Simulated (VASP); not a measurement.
# La: accuracy against cost in the precision settings and smearing, part 3 of 3

How sensitive are energy and pressure of La to the precision settings and smearing? The series runs use PBEsol. This is not the structure that La takes at ambient conditions. The start is a computed cell from the Materials Project.

VASP 6.6.1; PBEsol; plane waves and PAW (La).

Still holding for the runs below: This run has no spin polarisation. Its electron count is odd, so without a moment it is a metal by construction. The k-mesh is coarse for a metal.

So far. Step 15 (Smearing: ISMEAR = 0, SIGMA = 0.5): Against the run before the energy at zero width moves by -18.15 meV an atom and the pressure by +0.43 GPa, after 11 cycles in 2.2 s. The entropy term T·S comes to 268.51 meV an atom in size.

The starting crystal is not the ambient structure of La (hexagonal, No. 194); it is a model or a phase of other conditions.

## Step 16: Smearing: ISMEAR = 1, SIGMA = 0.01

File INCAR:

```
SYSTEM = La
PREC = Accurate
ENCUT = 400
EDIFF = 1E-06
NELM = 100
ISMEAR = 1
SIGMA = 0.01
LREAL = .FALSE.
ALGO = Normal
GGA = PS
NBANDS = 11
LORBIT = 11
LWAVE = .FALSE.
LCHARG = .FALSE.
KPAR = 2
ISIF = 2
```

File POSCAR:

```
La
1.0
   -2.1238310710      2.1238310710      2.1238310710
    2.1238310710     -2.1238310710      2.1238310710
    2.1238310710      2.1238310710     -2.1238310710
La
1
Direct
    0.0000000000      0.0000000000      0.0000000000
```

File KPOINTS:

```
Automatic mesh
0
Gamma
9 9 9
0 0 0
```

Potentials, in the order of the species: La (PBE family, release 64).

Started as:

```bash
mpirun -np 2 vasp_std
```

The log of the run:

```text
[... set-up lines as in an earlier step ...]
 entering main loop
       N       E                     dE             d eps       ncg     rms          rms(c)
DAV:   1     0.899095123839E+02    0.89910E+02   -0.31670E+03   770   0.978E+02
DAV:   2     0.206326031622E+00   -0.89703E+02   -0.87937E+02  1034   0.182E+02
DAV:   3    -0.498151935874E+01   -0.51878E+01   -0.49436E+01  1162   0.714E+01
DAV:   4    -0.518324084867E+01   -0.20172E+00   -0.19928E+00  1366   0.977E+00
[...]
DAV:   9    -0.517650533140E+01   -0.12015E-04   -0.22745E-05  1460   0.410E-02    0.722E-03
DAV:  10    -0.517650705837E+01   -0.17270E-05   -0.33569E-06  1081   0.160E-02    0.190E-03
DAV:  11    -0.517650741389E+01   -0.35553E-06   -0.22970E-07   820   0.586E-03
   1 F= -.51765074E+01 E0= -.51764765E+01  d E =-.928376E-04
```

Run time: 2.2 s. Hardware: 2 MPI ranks of Intel Xeon 6975P-C (Granite Rapids), shared host; peak memory 0.26 GiB; 3.5 s of CPU time.

From OUTCAR (step 16):

```text
  Total       -0.6422273     -0.6422273     -0.6422273     -0.0000000      0.0000000     -0.0000000
  in kB      -26.8521745    -26.8521745    -26.8521745     -0.0000000      0.0000000     -0.0000000
  external PRESSURE =     -26.8521745 kB  Pullay stress =       0.0000000 kB

  FREE ENERGIE OF THE ION-ELECTRON SYSTEM (eV)
  ---------------------------------------------------
  free  energy   TOTEN  =        -5.1765074139 eV

  energy  without entropy=       -5.1764145763  energy(sigma->0) =       -5.17647647

[... 3 parts as in an earlier step ...]

[... 1 further part left out ...]
[key lines of the parts left out:]
E-fermi :   7.4064
```

Against the first of the series the energy at zero width moves by +0.05 meV an atom and the pressure by +0.01 GPa, after 11 cycles in 2.2 s. The entropy term T·S comes to 0.09 meV an atom in size.

## Step 17: Smearing: ISMEAR = 1, SIGMA = 0.05

Edit INCAR of step 16 so:

```diff
@@ -6,3 +6,3 @@
 ISMEAR = 1
-SIGMA = 0.01
+SIGMA = 0.05
 LREAL = .FALSE.
```

POSCAR is that of step 16.

KPOINTS is that of step 16.

Started as:

```bash
mpirun -np 2 vasp_std
```

The log of the run:

```text
[... set-up lines as in an earlier step ...]
 entering main loop
       N       E                     dE             d eps       ncg     rms          rms(c)
DAV:   1     0.899092335702E+02    0.89909E+02   -0.31670E+03   770   0.978E+02
DAV:   2     0.205531696667E+00   -0.89704E+02   -0.87934E+02  1034   0.182E+02
DAV:   3    -0.498228040429E+01   -0.51878E+01   -0.49455E+01  1162   0.714E+01
DAV:   4    -0.518380980391E+01   -0.20153E+00   -0.20002E+00  1366   0.979E+00
[...]
DAV:   9    -0.517700913529E+01   -0.12989E-04   -0.25604E-05  1428   0.441E-02    0.770E-03
DAV:  10    -0.517701038035E+01   -0.12451E-05   -0.33377E-06  1105   0.160E-02    0.176E-03
DAV:  11    -0.517701073700E+01   -0.35665E-06   -0.24611E-07   820   0.576E-03
   1 F= -.51770107E+01 E0= -.51764718E+01  d E =-.161682E-02
```

It took 2.2 s on 2 MPI ranks; peak memory 0.26 GiB.

OUTCAR, selected parts (step 17):

```text
  Total       -0.6390801     -0.6390801     -0.6390801      0.0000000     -0.0000000      0.0000000
  in kB      -26.7205847    -26.7205847    -26.7205847      0.0000000     -0.0000000      0.0000000
  external PRESSURE =     -26.7205847 kB  Pullay stress =       0.0000000 kB

 POSITION                                       TOTAL-FORCE (eV/Angst)
 -----------------------------------------------------------------------------------
      0.00000      0.00000      0.00000         0.000000     -0.000000     -0.000000
 -----------------------------------------------------------------------------------
    total drift:                                0.000000      0.000000     -0.000000

  FREE ENERGIE OF THE ION-ELECTRON SYSTEM (eV)
  ---------------------------------------------------
  free  energy   TOTEN  =        -5.1770107370 eV

  energy  without entropy=       -5.1753939171  energy(sigma->0) =       -5.17647180

[... 2 parts as in an earlier step ...]

[... 1 further part left out ...]
[key lines of the parts left out:]
E-fermi :   7.4166
```

Against the run before the energy at zero width stays within 0.01 meV an atom; the pressure moves by +0.01 GPa, after 11 cycles in 2.2 s. The entropy term T·S comes to 1.62 meV an atom in size.

## Step 18: Smearing: ISMEAR = 1, SIGMA = 0.1

Edit INCAR of step 17 so:

```diff
@@ -6,3 +6,3 @@
 ISMEAR = 1
-SIGMA = 0.05
+SIGMA = 0.1
 LREAL = .FALSE.
```

POSCAR is that of step 17.

KPOINTS is that of step 17.

Started as:

```bash
mpirun -np 2 vasp_std
```

The log of the run:

```text
[... set-up lines as in an earlier step ...]
 entering main loop
       N       E                     dE             d eps       ncg     rms          rms(c)
DAV:   1     0.899086941747E+02    0.89909E+02   -0.31670E+03   770   0.978E+02
DAV:   2     0.204559396567E+00   -0.89704E+02   -0.87948E+02  1034   0.182E+02
DAV:   3    -0.498387409327E+01   -0.51884E+01   -0.49457E+01  1162   0.714E+01
DAV:   4    -0.518576592061E+01   -0.20189E+00   -0.20077E+00  1366   0.980E+00
[...]
DAV:   9    -0.517899303673E+01   -0.12856E-04   -0.22993E-05  1444   0.433E-02    0.792E-03
DAV:  10    -0.517899422101E+01   -0.11843E-05   -0.34299E-06  1089   0.161E-02    0.184E-03
DAV:  11    -0.517899458243E+01   -0.36142E-06   -0.24946E-07   820   0.567E-03
   1 F= -.51789946E+01 E0= -.51775751E+01  d E =-.425848E-02
```

It took 2.2 s on 2 MPI ranks; peak memory 0.26 GiB; 3.6 s of CPU time.

OUTCAR, selected parts (step 18):

```text
  Total       -0.6293681     -0.6293681     -0.6293681      0.0000000      0.0000000     -0.0000000
  in kB      -26.3145161    -26.3145161    -26.3145161      0.0000000      0.0000000     -0.0000000
  external PRESSURE =     -26.3145161 kB  Pullay stress =       0.0000000 kB

  FREE ENERGIE OF THE ION-ELECTRON SYSTEM (eV)
  ---------------------------------------------------
  free  energy   TOTEN  =        -5.1789945824 eV

  energy  without entropy=       -5.1747360981  energy(sigma->0) =       -5.17757509

[... 3 parts as in an earlier step ...]

[... 1 further part left out ...]
[key lines of the parts left out:]
E-fermi :   7.4250
```

Against the run before the energy at zero width moves by -1.10 meV an atom and the pressure by +0.04 GPa, after 11 cycles in 2.2 s. The entropy term T·S comes to 4.26 meV an atom in size.

## Step 19: Smearing: ISMEAR = 1, SIGMA = 0.2

Edit INCAR of step 18 so:

```diff
@@ -6,3 +6,3 @@
 ISMEAR = 1
-SIGMA = 0.1
+SIGMA = 0.2
 LREAL = .FALSE.
```

POSCAR is that of step 18.

KPOINTS is that of step 18.

Started as:

```bash
mpirun -np 2 vasp_std
```

The log of the run:

```text
[... set-up lines as in an earlier step ...]
 entering main loop
       N       E                     dE             d eps       ncg     rms          rms(c)
DAV:   1     0.899075197771E+02    0.89908E+02   -0.31670E+03   770   0.978E+02
DAV:   2     0.203891732286E+00   -0.89704E+02   -0.87972E+02  1034   0.182E+02
DAV:   3    -0.498747648165E+01   -0.51914E+01   -0.49444E+01  1162   0.714E+01
DAV:   4    -0.519008549762E+01   -0.20261E+00   -0.20076E+00  1366   0.981E+00
[...]
DAV:   9    -0.518355672686E+01   -0.12586E-04   -0.21037E-05  1452   0.425E-02    0.806E-03
DAV:  10    -0.518355794754E+01   -0.12207E-05   -0.38295E-06  1169   0.168E-02    0.201E-03
DAV:  11    -0.518355833596E+01   -0.38841E-06   -0.23124E-07   796   0.488E-03
   1 F= -.51835583E+01 E0= -.51799340E+01  d E =-.108729E-01
```

Wall time 2.2 s (2 MPI ranks); peak memory 0.26 GiB; 3.4 s of CPU time.

Parts of OUTCAR (step 19):

```text
  Total       -0.6142852     -0.6142852     -0.6142852     -0.0000000     -0.0000000      0.0000000
  in kB      -25.6838849    -25.6838849    -25.6838849     -0.0000000     -0.0000000      0.0000000
  external PRESSURE =     -25.6838849 kB  Pullay stress =       0.0000000 kB

  FREE ENERGIE OF THE ION-ELECTRON SYSTEM (eV)
  ---------------------------------------------------
  free  energy   TOTEN  =        -5.1835583360 eV

  energy  without entropy=       -5.1726854269  energy(sigma->0) =       -5.17993403

[... 3 parts as in an earlier step ...]

[... 1 further part left out ...]
[key lines of the parts left out:]
E-fermi :   7.4405
```

Against the run before the energy at zero width moves by -2.36 meV an atom and the pressure by +0.06 GPa, after 11 cycles in 2.2 s. The entropy term T·S comes to 10.87 meV an atom in size.

## Step 20: Smearing: ISMEAR = 1, SIGMA = 0.5

Edit INCAR of step 19 so:

```diff
@@ -6,3 +6,3 @@
 ISMEAR = 1
-SIGMA = 0.2
+SIGMA = 0.5
 LREAL = .FALSE.
```

POSCAR is that of step 19.

KPOINTS is that of step 19.

Started as:

```bash
mpirun -np 2 vasp_std
```

The log of the run:

```text
[... set-up lines as in an earlier step ...]
 entering main loop
       N       E                     dE             d eps       ncg     rms          rms(c)
DAV:   1     0.899070161706E+02    0.89907E+02   -0.31670E+03   770   0.978E+02
DAV:   2     0.205381384705E+00   -0.89702E+02   -0.88030E+02  1034   0.182E+02
DAV:   3    -0.500435182972E+01   -0.52097E+01   -0.49752E+01  1162   0.715E+01
DAV:   4    -0.520655857272E+01   -0.20221E+00   -0.20104E+00  1366   0.983E+00
[...]
DAV:   9    -0.520019036868E+01   -0.11899E-04   -0.21516E-05  1465   0.424E-02    0.759E-03
DAV:  10    -0.520019147694E+01   -0.11083E-05   -0.36059E-06  1169   0.163E-02    0.201E-03
DAV:  11    -0.520019181957E+01   -0.34263E-06   -0.22070E-07   774   0.487E-03
   1 F= -.52001918E+01 E0= -.51923046E+01  d E =-.236617E-01
```

It took 2.4 s on 2 MPI ranks; peak memory 0.26 GiB; 3.6 s of CPU time.

Parts of OUTCAR (step 20):

```text
  Total       -0.6042825     -0.6042825     -0.6042825      0.0000000     -0.0000000      0.0000000
  in kB      -25.2656612    -25.2656612    -25.2656612      0.0000000     -0.0000000      0.0000000
  external PRESSURE =     -25.2656612 kB  Pullay stress =       0.0000000 kB

 POSITION                                       TOTAL-FORCE (eV/Angst)
 -----------------------------------------------------------------------------------
      0.00000      0.00000      0.00000         0.000000      0.000000      0.000000
 -----------------------------------------------------------------------------------
    total drift:                                0.000000      0.000000      0.000000

  FREE ENERGIE OF THE ION-ELECTRON SYSTEM (eV)
  ---------------------------------------------------
  free  energy   TOTEN  =        -5.2001918196 eV

  energy  without entropy=       -5.1765301469  energy(sigma->0) =       -5.19230460

[... 2 parts as in an earlier step ...]

[... 1 further part left out ...]
[key lines of the parts left out:]
E-fermi :   7.4438
```

Against the run before the energy at zero width moves by -12.37 meV an atom and the pressure by +0.04 GPa, after 11 cycles in 2.4 s. The entropy term T·S comes to 23.66 meV an atom in size.

## Step 21: Smearing: ISMEAR = -5

Edit INCAR of step 20 so:

```diff
@@ -5,4 +5,4 @@
 NELM = 100
-ISMEAR = 1
-SIGMA = 0.5
+ISMEAR = -5
+SIGMA = 0.05
 LREAL = .FALSE.
```

POSCAR is that of step 20.

KPOINTS is that of step 20.

Started as:

```bash
mpirun -np 2 vasp_std
```

The log of the run:

```text
[... set-up lines as in an earlier step ...]
 entering main loop
       N       E                     dE             d eps       ncg     rms          rms(c)
DAV:   1     0.898986291229E+02    0.89899E+02   -0.31670E+03   770   0.978E+02
DAV:   2     0.212236668087E+00   -0.89686E+02   -0.88143E+02  1034   0.182E+02
DAV:   3    -0.499129892325E+01   -0.52035E+01   -0.50382E+01  1162   0.715E+01
DAV:   4    -0.519193407960E+01   -0.20064E+00   -0.19889E+00  1366   0.979E+00
[...]
DAV:   8    -0.518519809115E+01    0.23433E-04   -0.28611E-04  1457   0.133E-01    0.144E-02
DAV:   9    -0.518520727174E+01   -0.91806E-05   -0.19707E-05  1465   0.396E-02    0.833E-03
DAV:  10    -0.518520744288E+01   -0.17114E-06   -0.40634E-06  1185   0.176E-02
   1 F= -.51852074E+01 E0= -.51852074E+01  d E =0.000000E+00
 -----------------------------------------------------------------------------
|                                                                             |
|           W    W    AA    RRRRR   N    N  II  N    N   GGGG   !!!           |
|           W    W   A  A   R    R  NN   N  II  NN   N  G    G  !!!           |
|           W    W  A    A  R    R  N N  N  II  N N  N  G       !!!           |
|           W WW W  AAAAAA  RRRRR   N  N N  II  N  N N  G  GGG   !            |
|           WW  WW  A    A  R   R   N   NN  II  N   NN  G    G                |
|           W    W  A    A  R    R  N    N  II  N    N   GGGG   !!!           |
|                                                                             |
|     Tetrahedron method does not include variations of the Fermi             |
|     occupations, so forces and stress will be inaccurate. We suggest        |
|     using a different smearing scheme ISMEAR = 1 or 2 for metals in         |
|     relaxations.                                                            |
|                                                                             |
 -----------------------------------------------------------------------------
```

The job ended after 2.4 s (2 MPI ranks; peak memory 0.27 GiB; 3.6 s of CPU time).

OUTCAR, selected parts (step 21):

```text
  Total       -0.6012041     -0.6012041     -0.6012041      0.0000000     -0.0000000     -0.0000000
  in kB      -25.1369531    -25.1369531    -25.1369531      0.0000000     -0.0000000     -0.0000000
  external PRESSURE =     -25.1369531 kB  Pullay stress =       0.0000000 kB

  FREE ENERGIE OF THE ION-ELECTRON SYSTEM (eV)
  ---------------------------------------------------
  free  energy   TOTEN  =        -5.1852074429 eV

  energy  without entropy=       -5.1852074429  energy(sigma->0) =       -5.18520744

[... 3 parts as in an earlier step ...]

[... 1 further part left out ...]
[key lines of the parts left out:]
E-fermi :   7.4322
```

With tetrahedra the forces and stress of a metal are not exact derivatives of the energy.

Against the first of the series the energy at zero width moves by -8.68 meV an atom and the pressure by +0.18 GPa, after 10 cycles in 2.4 s.

## Step 22: The smearing series as a table

This step: convergence of PBEsol results with the smearing; plane waves and PAW (VASP 6.6.1).

This step runs nothing: it gathers the runs above.

One cell and one 9×9×9 mesh. Free energy against width, by row:

```tsv
Gaussian width σ (eV)	free energy less that at the narrowest width (meV/atom)
0.01	0
0.05	-3.69
0.1	-11.73
0.2	-35.56
0.5	-159.2
```

Differences are taken from the run with ISMEAR = 0, SIGMA = 0.01. Results of the series, by row:

```tsv
setting	status	energy less the reference (meV/atom)	pressure (GPa)	SCF cycles	wall time (s)
ISMEAR = 0, SIGMA = 0.01	converged	0	-2.697	11	2.2
ISMEAR = 0, SIGMA = 0.05	converged	-0.5795	-2.638	11	2.4
ISMEAR = 0, SIGMA = 0.1	converged	-2.604	-2.576	11	2.2
ISMEAR = 0, SIGMA = 0.2	converged	-7.042	-2.456	11	2.2
ISMEAR = 0, SIGMA = 0.5	converged	-25.19	-2.024	11	2.2
ISMEAR = 1, SIGMA = 0.01	converged	0.04688	-2.685	11	2.2
ISMEAR = 1, SIGMA = 0.05	converged	0.05155	-2.672	11	2.2
ISMEAR = 1, SIGMA = 0.1	converged	-1.052	-2.631	11	2.2
ISMEAR = 1, SIGMA = 0.2	converged	-3.411	-2.568	11	2.2
ISMEAR = 1, SIGMA = 0.5	converged	-15.78	-2.527	11	2.4
ISMEAR = -5	converged	-8.684	-2.514	10	2.4
```

## Step 23: What came out

| Quantity | Value |
| --- | --- |
| spread of the pressure over the precision settings | 0.0232 GPa |
| spread of the energy over the precision settings | 0.448 meV/atom |
| spread of the pressure over the smearing | 0.673 GPa |
| spread of the energy over the smearing | 25.2 meV/atom |

In words: Among the precision settings, LREAL = Auto moves the energy most against PREC = Accurate (+0.3 meV an atom), and PREC = Low the pressure (+0.02 GPa). The fastest converged run is PREC = Low, at 1.8 s against 2.4 s; on a shared host such times are rough. LREAL = Auto is slower here: projection in real space pays only in large cells. The usual rule keeps the entropy term T·S under 1 meV an atom, which holds, of the widths tried, up to 0.01 eV for Gaussian and 0.01 eV for first-order Methfessel-Paxton. That rule is made for Methfessel-Paxton; with the other schemes the zero-width estimate is the energy to use. Farthest in energy from the narrowest smearing lies ISMEAR = 0, SIGMA = 0.5 (-25.2 meV an atom, +0.67 GPa). On a fixed mesh a narrow width is not the exact answer for a metal: it samples the Fermi surface more noisily. Forces vanish by symmetry in this cell, so the series can't test them.

[Lines on the potential files, build, host, timing and source positions are cut from VASP's logs without a mark.]

[Logs are printed without paths, hosts, clocks, repeated set-up lines and the standing remarks that a program may print on its own settings, such as how far it seeks lower states.]

[Hosts, paths, dates, database ids (printed as entryN), source tags and the programs' standing remarks are cut or masked in the printed files.]

[A measured line is paired with the nearest computed mode of its activity, which favours agreement.]

[In band tables of VASP the shares of atoms and orbitals are scaled to a sum of 1 inside the atoms' spheres.]
